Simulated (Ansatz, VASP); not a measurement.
## GaSn: the functional in 2 programs

The cell as given:

Space group Fmmm (No. 69). a = 5.459 Å, b = 5.806 Å, c = 6.196 Å, α = 90.00°, β = 90.00°, γ = 90.00°
```tsv
atom	site	symmetry	x	y	z
Ga	4b	mmm	0.5000	0.0000	0.0000
Sn	4a	mmm	0.0000	0.0000	0.0000
```

Kept alike: task relaxation of cell and atoms; k mesh 8 × 8 × 8; occupations fermi-dirac, width 0.05 eV; no spin polarisation. The mesh is that of the run's cell of 2 atoms. No spin-orbit coupling.

- A: Ansatz, Ansatz PAW, made for PBE, cutoff 420 to 500 eV
- B: VASP; PBE PAW files Ga_d, Sn_d, 600 eV (BLYP, PBE, PBEsol, RPBE, r2SCAN, revPBE); LDA PAW files Ga_d, Sn_d, 600 eV (LDA)

| functional | A: volume (Å³/atom) | B: volume (Å³/atom) |
| --- | --- | --- |
| BLYP | 26.998 | 26.980 |
| LDA | 22.359 | 22.424 |
| PBE | 24.452 | 24.487 |
| PBEsol | 23.081 | 23.085 |
| RPBE | 25.293 | 25.370 |
| r2SCAN | 23.549 | 23.528 |
| revPBE | 25.054 | 25.119 |

Values on potentials made for another functional: A at BLYP, LDA, PBEsol, RPBE, r2SCAN, revPBE; B at BLYP, PBEsol, RPBE, r2SCAN, revPBE. Values hold for each row's relaxed cell, which stops near the pressure aimed at (zero). Ansatz's stress holds its Pulay term. For a metal such a mesh leaves the last digits unconverged.

Q: How large is the effect of the functional, and do the programs agree on it?

A: From LDA to BLYP the volume moves by +4.639 in A, +4.556 in B (Å³/atom). Row by row the programs differ by 0.004 to 0.077, and over this span the shifts, as printed, agree within about 2 %. Shifts from LDA: BLYP +4.639, +4.556; PBE +2.093, +2.063; PBEsol +0.722, +0.661; RPBE +2.934, +2.946; r2SCAN +1.190, +1.104; revPBE +2.695, +2.695; the programs' shifts differ by up to 0.086.
